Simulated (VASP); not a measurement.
All values below come from PBEsol GGA, VASP's PBE PAW potentials (set 64) (plane waves; VASP).

The input files of a VASP run:

INCAR:
```
! general
SYSTEM =Ag
PREC   =Accurate
ENCUT  =300   ! plane-wave cut-off (eV)
LREAL  =.FALSE.
LASPH  =.TRUE.   ! aspherical one-centre terms

! electronic loop
EDIFF  =1E-6
NELM   =100   ! most electronic steps
ALGO   =Normal
LMAXMIX=4

! smearing
ISMEAR =0   ! Gaussian
SIGMA  =0.05   ! width (eV)

! functional
GGA    =PS

! ions
ISIF   =2   ! forces and stress, cell fixed

! output
LWAVE  =.FALSE.
LCHARG =.FALSE.
```

POSCAR:
```
Ag
1
    2.9223000000     0.0000000000     0.0000000000
   -1.4611500000     2.5307860000     0.0000000000
    0.0000000000     0.0000000000     4.7016600000
Ag
2
Direct
  0.3333330000   0.6666670000   0.2500000000
  0.6666670000   0.3333330000   0.7500000000
```

### KPOINTS
```
Automatic mesh
0
Gamma
3 3 2
0 0 0
```

POTCAR, in this order: Ag (PBE.64 set). Program: vasp_std.

The resulting files:

OUTCAR:
```
 ion  position               nearest neighbor table
   1  0.333  0.667  0.250-   2 2.89   2 2.89   2 2.89   2 2.89   2 2.89   2 2.89
   2  0.667  0.333  0.750-   1 2.89   1 2.89   1 2.89   1 2.89   1 2.89   1 2.89
  LATTYP: Found a hexagonal cell.
 ALAT       =     2.9223000000
 C/A-ratio  =     1.6088902577
 Subroutine PRICEL returns:
 Original cell was already a primitive cell.
 Subroutine GETGRP returns: Found 24 space group operations
The static configuration has the point symmetry D_3d.
 The point group associated with its full space group is D_6h.
The dynamic configuration has the point symmetry D_3d.
 Subroutine INISYM returns: Found 24 space group operations
 Subroutine IBZKPT returns following result:
 Found      6 irreducible k-points:

 Following reciprocal coordinates:
            Coordinates               Weight
  0.000000  0.000000  0.000000      1.000000
  0.333333  0.000000  0.000000      6.000000
  0.333333  0.333333  0.000000      2.000000
  0.000000  0.000000  0.500000      1.000000
  0.333333  0.000000  0.500000      6.000000
  0.333333  0.333333  0.500000      2.000000
   k-points           NKPTS =      6   k-points in BZ     NKDIM =      6   number of bands    NBANDS=     15
...
```

**OSZICAR**
```
       N       E                     dE             d eps       ncg     rms          rms(c)
DAV:   1     0.876463295778E+02    0.87646E+02   -0.92422E+03   180   0.961E+02
DAV:   2    -0.657074575945E+01   -0.94217E+02   -0.91936E+02   194   0.237E+02
DAV:   3    -0.748142772143E+01   -0.91068E+00   -0.90983E+00   250   0.285E+01
DAV:   4    -0.748351583825E+01   -0.20881E-02   -0.20881E-02   208   0.117E+00
DAV:   5    -0.748353400677E+01   -0.18169E-04   -0.18168E-04   243   0.113E-01    0.718E+00
DAV:   6    -0.683260105969E+01    0.65093E+00   -0.20482E+00   180   0.163E+01    0.436E+00
DAV:   7    -0.681439672074E+01    0.18204E-01   -0.16996E-02   208   0.114E+00    0.250E+00
DAV:   8    -0.680678347967E+01    0.76132E-02   -0.87315E-04   194   0.285E-01    0.101E-01
DAV:   9    -0.680680060615E+01   -0.17126E-04   -0.20980E-05   236   0.359E-02    0.216E-02
DAV:  10    -0.680680609282E+01   -0.54867E-05   -0.27554E-06   185   0.174E-02    0.185E-03
DAV:  11    -0.680680619691E+01   -0.10409E-06   -0.10849E-07   118   0.322E-03
   1 F= -.68068062E+01 E0= -.67993161E+01  d E =-.149801E-01
```

**OUTCAR**
```
------------------------ aborting loop because EDIFF is reached ----------------------------------------
  FORCE on cell =-STRESS in cart. coord.  units (eV):
  Direction    XX          YY          ZZ          XY          YZ          ZX
  --------------------------------------------------------------------------------------
  Total       -1.2824772     -1.2824772     -1.0237243      0.0000000     -0.0000000      0.0000000
  in kB      -59.0920162    -59.0920144    -47.1695941      0.0000000     -0.0000000      0.0000000
  external PRESSURE =     -55.1178749 kB  Pullay stress =       0.0000000 kB
  volume of cell :       34.77
      direct lattice vectors                 reciprocal lattice vectors
     2.922300000  0.000000000  0.000000000     0.342196215  0.197567080  0.000000000
    -1.461150000  2.530786000  0.000000000     0.000000000  0.395134160  0.000000000
     0.000000000  0.000000000  4.701660000     0.000000000  0.000000000  0.212690837
 POSITION                                       TOTAL-FORCE (eV/Angst)
 -----------------------------------------------------------------------------------
     -0.00000      1.68719      1.17542         0.000000     -0.000000      0.000000
      1.46115      0.84359      3.52625        -0.000000      0.000000      0.000000
 -----------------------------------------------------------------------------------
    total drift:                               -0.000156      0.000090     -0.000005
  FREE ENERGIE OF THE ION-ELECTRON SYSTEM (eV)
  ---------------------------------------------------
  free  energy   TOTEN  =        -6.8068061969 eV

  energy  without entropy=       -6.7918260656  energy(sigma->0) =       -6.79931613
```
(Selected blocks of OUTCAR.)

At this cut-off the stress carries a Pulay error, which pulls relaxed volumes low.

The structure comes from a computed database's Ag entry (P6_3/mmc); how it stands against other phases isn't given here. The cell was not relaxed at this level. The k-mesh is coarse (spacing up to 0.83 per Å, 2π included), so the numbers may not be converged in it. The run is one of a series of settings (KPOINTS 3×3×2 Γ-centred mesh against the base run), some of them coarse on purpose.
